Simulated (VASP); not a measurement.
## BiCl: relaxation of cell and atoms with r2SCAN

The system is BiCl.

```
Bi Cl
1.0
     0.00000    3.09456    3.09456
     3.09456    0.00000    3.09456
     3.09456    3.09456    0.00000
Bi Cl
1 1
Direct
  0.00000 0.00000 0.00000
  0.50000 0.50000 0.50000
```

The cell was built by a generator and needn't be a form met in nature.

```json
{"Program": "VASP 6.6.1", "Task": "relaxation of cell and atoms", "Functional": "r2SCAN", "Potentials or basis": "VASP PAW PBE potentials, release 64 (Bi_d, Cl)", "Cutoff": "600 eV", "k mesh": "5 × 5 × 5", "Occupations": "tetrahedron", "Spin": "no spin polarisation", "Dipole correction": "no", "Further INCAR settings": "ALGO = Normal; EDIFF = 1e-06; IBRION = 2; EDIFFG = -0.01; NSW = 60; ISIF = 3"}
```

* Relaxed volume: 30.42 Å³/atom
* Relaxed cell: a = 4.415 Å, b = 4.415 Å, c = 4.415 Å, α = 60.00°, β = 60.00°, γ = 60.00°
* Space group after relaxing (to 0.05 Å): Fm-3m (No. 225)
* Energy gained by relaxing: 1.0 meV/atom
* Ionic steps: 4
* Pressure after relaxing: 0.0 GPa
* Band gap on the k mesh: none (metal or under the smearing width)

The path:
```tsv
step	energy change (eV)	largest force (eV/Å)	pressure (GPa)	volume (Å³)
1	0.0000	0.0000	1.05	59.27
2	-0.0017	0.0000	-0.08	60.95
3	-0.0023	0.0000	0.46	60.12
4	-0.0020	0.0000	0.00	60.83
```

Final structure:
```
CELL_PARAMETERS angstrom
0.00000 3.12156 3.12156
3.12156 0.00000 3.12156
3.12156 3.12156 0.00000
ATOMIC_POSITIONS crystal
Bi 0.00000 0.00000 0.00000
Cl 0.50000 0.50000 0.50000
```

Levels at points of the mesh, in eV from the Fermi level:
```
           k point  band 9  band 10  band 11  band 12  band 13  band 14
(0.00, 0.00, 0.00)   -5.23    -5.23     1.55     1.55     1.55     5.78
```

Run time: 97 s on 1 thread of Intel(R) Xeon(R) 6975P-C (Granite Rapids) (shared host), peak memory 0.22 GiB.

Caveat: the PAW data sets were made with another functional, which shifts forces and pressure a little; spin-orbit coupling is left out, which moves the levels of the heavy elements; tetrahedron occupations give inexact forces and stress in metals.
